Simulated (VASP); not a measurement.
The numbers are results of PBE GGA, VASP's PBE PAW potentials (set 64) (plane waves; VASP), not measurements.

VASP input:

INCAR:
```
ALGO=Normal
EDIFF=1E-6
ENCUT=300
GGA=PE
ISIF=2
ISMEAR=-1
LASPH=.True.
LCHARG=.False.
LREAL=.False.
LWAVE=.False.
NELM=100
PREC=Accurate
SIGMA=0.1
SYSTEM=Cl2
```

POSCAR:
```
Cl2
1
    3.1174570000     0.0000000000     0.0000000000
   -1.5587290000     2.6997970000     0.0000000000
    0.0000000000     0.0000000000     5.0614850000
Cl
2
Direct
  0.3333330000   0.6666670000   0.2500000000
  0.6666670000   0.3333330000   0.7500000000
```

**KPOINTS**
```
Regular mesh
0
gamma
 6 6 4
0 0 0
```

POTCAR, in this order: Cl (PBE.64 set). Program: vasp_std.

The resulting files:

File OSZICAR:
```
       N       E                     dE             d eps       ncg     rms          rms(c)
DAV:   1     0.621977363260E+02    0.62198E+02   -0.50044E+03   462   0.715E+02
DAV:   2     0.555624090652E+00   -0.61642E+02   -0.59888E+02   706   0.169E+02
DAV:   3    -0.183872653681E+01   -0.23944E+01   -0.23220E+01   582   0.367E+01
DAV:   4    -0.186316453776E+01   -0.24438E-01   -0.24414E-01   555   0.440E+00
DAV:   5    -0.186357737059E+01   -0.41283E-03   -0.41276E-03   570   0.539E-01    0.496E+00
DAV:   6    -0.186416998083E+01   -0.59261E-03   -0.20483E-03   546   0.342E-01    0.303E+00
DAV:   7    -0.186509409480E+01   -0.92411E-03   -0.25604E-03   549   0.423E-01    0.869E-02
DAV:   8    -0.186506339883E+01    0.30696E-04   -0.19754E-04   561   0.990E-02    0.128E-02
DAV:   9    -0.186506871714E+01   -0.53183E-05   -0.44357E-06   573   0.167E-02    0.402E-03
DAV:  10    -0.186506944408E+01   -0.72694E-06   -0.54324E-07   381   0.629E-03
   1 F= -.18650694E+01 E0= -.17949102E+01  d E =-.140318E+00
```

File OUTCAR:
```
------------------------ aborting loop because EDIFF is reached ----------------------------------------
  FORCE on cell =-STRESS in cart. coord.  units (eV):
  Direction    XX          YY          ZZ          XY          YZ          ZX
  --------------------------------------------------------------------------------------
  Total        0.0663947      0.0663947     -0.0060670     -0.0000000      0.0000000      0.0000000
  in kB        2.4970903      2.4970904     -0.2281800     -0.0000005      0.0000000      0.0000000
  external PRESSURE =       1.5886669 kB  Pullay stress =       0.0000000 kB
  volume of cell :       42.60
      direct lattice vectors                 reciprocal lattice vectors
     3.117457000  0.000000000  0.000000000     0.320774272  0.185199169  0.000000000
    -1.558729000  2.699797000  0.000000000     0.000000000  0.370398219  0.000000000
     0.000000000  0.000000000  5.061485000     0.000000000  0.000000000  0.197570476
 POSITION                                       TOTAL-FORCE (eV/Angst)
 -----------------------------------------------------------------------------------
     -0.00000      1.79987      1.26537        -0.000000      0.000000      0.000000
      1.55873      0.89993      3.79611         0.000000      0.000000      0.000000
 -----------------------------------------------------------------------------------
    total drift:                                0.000238     -0.000137      0.000353
  FREE ENERGIE OF THE ION-ELECTRON SYSTEM (eV)
  ---------------------------------------------------
  free  energy   TOTEN  =        -1.8650694441 eV

  energy  without entropy=       -1.7247509860  energy(sigma->0) =       -1.79491022
```
(Selected blocks of OUTCAR.)

At this cut-off the stress carries a Pulay error, which pulls relaxed volumes low.

The structure was generated: Cl2 was put into an ordered model structure, which need not be its known phase. The cell was not relaxed at this level. The k-mesh is coarse (spacing up to 0.39 per Å, 2π included), so the numbers may not be converged in it.
